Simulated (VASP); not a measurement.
All values below come from r2SCAN meta-GGA, VASP's PBE PAW potentials (set 64) (plane waves; VASP 6.6.1).

Input for VASP

### KPOINTS
```
K-points
0
gamma
  15 15 15
```

INCAR:
```
SYSTEM = Ce
PREC = Accurate
ENCUT = 400
EDIFF = 1E-7
NELM = 100
ALGO = Normal
LREAL = .FALSE.
LASPH = .TRUE.
ISMEAR = -5
METAGGA = R2SCAN
LMIXTAU = .TRUE.
LMAXMIX = 6
LWAVE = .FALSE.
LCHARG = .FALSE.
LORBIT = 11
NEDOS = 601
ISIF = 2
```

File KPOINTS_OPT:
```
k-points along high-symmetry lines
10
Line-mode
Reciprocal
  0.000000   0.000000   0.000000 ! GAMMA
  0.500000  -0.500000   0.500000 ! H

  0.500000  -0.500000   0.500000 ! H
  0.000000   0.000000   0.500000 ! N

  0.000000   0.000000   0.500000 ! N
  0.000000   0.000000   0.000000 ! GAMMA

  0.000000   0.000000   0.000000 ! GAMMA
  0.250000   0.250000   0.250000 ! P

  0.250000   0.250000   0.250000 ! P
  0.500000  -0.500000   0.500000 ! H

  0.250000   0.250000   0.250000 ! P
  0.000000   0.000000   0.500000 ! N
```

**POSCAR**
```
Ce
1
   -1.8603604474     1.8603604474     1.8603604474
    1.8603604474    -1.8603604474     1.8603604474
    1.8603604474     1.8603604474    -1.8603604474
Ce
1
Direct
  0.0000000000   0.0000000000   0.0000000000
```

POTCAR, in this order: Ce (PBE.64 set). Program: vasp_std.

Problem. What does the run give for the energy per atom (σ→0), band gap (over mesh and band path)?

Solution. 
```
Property                                                              Result
----------------------------------  ----------------------------------------
energy per atom (σ→0)                                        -30.550 eV/atom
band gap (over mesh and band path)  none (metal, semimetal or under 0.01 eV)
```

### OSZICAR
```
...
DAV:  19    -0.305500976906E+02    0.38470E-05   -0.16258E-06  4552   0.112E-02    0.896E-04
DAV:  20    -0.305500990206E+02   -0.13300E-05   -0.80076E-08  2082   0.335E-03    0.643E-04
DAV:  21    -0.305500980927E+02    0.92785E-06   -0.25506E-08  1864   0.140E-03    0.680E-04
DAV:  22    -0.305500985549E+02   -0.46218E-06   -0.17833E-08  1816   0.168E-03    0.334E-04
DAV:  23    -0.305500989977E+02   -0.44275E-06   -0.10184E-08  1784   0.148E-03    0.228E-04
DAV:  24    -0.305500989472E+02    0.50497E-07   -0.34607E-09  1740   0.638E-04
   1 F= -.30550099E+02 E0= -.30550099E+02  d E =0.000000E+00
       N       E                     dE             ncg
```

The structure was generated: Ce was put into the bcc type (Im-3m), which need not be its known phase. It was relaxed first, which changed the volume by -25 %. The run is not spin-polarised, so no magnetic state was tried.
